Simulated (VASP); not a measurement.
Here is the system:

```
HgTe
1.0
    0.00000     3.28858     3.28858
    3.28858     0.00000     3.28858
    3.28858     3.28858     0.00000
Hg Te
1 1
Direct
  0.00000   0.00000   0.00000
  0.25000   0.25000   0.25000
```

Method: r2SCAN meta-GGA, VASP's PBE PAW potentials (set 64) (plane waves; VASP). Settings: 520 eV cut-off, 11×11×11 Γ-centred mesh, tetrahedra with Blöchl corrections, potentials Hg Te.

Task: Give the energies of bands 4 to 12 at the high-symmetry points, in eV from the Fermi level.

Result: 
```tsv
band	Γ	X	U	L	W
4	-7.34	-7.02	-6.93	-6.82	-6.88
5	-6.83	-6.78	-6.81	-6.82	-6.86
6	-6.83	-6.41	-6.33	-6.55	-6.27
7	-0.55	-5.29	-5.31	-5.30	-5.36
8	0.00	-2.13	-2.74	-0.92	-2.48
9	0.00	-2.13	-1.77	-0.92	-2.42
10	0.00	2.10	2.47	0.94	3.24
11	4.66	2.87	4.31	5.43	4.91
12	4.66	8.50	7.39	5.43	5.73
```

It has no gap at this level: it comes out as a metal or semimetal.

The compound is HgTe in the zinc blende structure. It was relaxed first, which changed the volume by +6 %.
